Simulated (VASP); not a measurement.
Band gaps of Te (trig) from VASP (PAW), without and with spin-orbit coupling. Semilocal levels are at their own relaxed cell, hybrids and mBJ at PBE's; 0.00 means no gap at that level. Unless said otherwise, spin-orbit coupling is left out, though it shifts the bands of the heavy elements here.

The cell of the HSE06 run:

```xyz
3
Lattice="2.2677 -3.9277 0.0000 2.2677 3.9277 0.0000 0.0000 0.0000 5.9565" Properties=species:S:1:pos:R:3 pbc="T T T"
Te     2.8714    -2.8821     3.9710
Te     3.3279     0.0000     0.0000
Te     2.8714     2.8821     1.9855
```

```json
[
 {"level": "HSE06", "gap without SOC (eV)": "0.64", "gap with SOC (eV)": "…", "shift (eV)": "…"}
]
```

Problem. Fill in the missing entries.

Solution. 
- HSE06, gap with SOC (eV): 0.43
- HSE06, shift (eV): -0.21

Only levels that ran to the end are used. Left out are those held back, those with too coarse a band path, GW runs whose mesh misses a band edge, hybrids' fits of cells that aren't cubic and levels without matching references; a question may draw on a part of the rest.

The compound is Te in the trig structure.
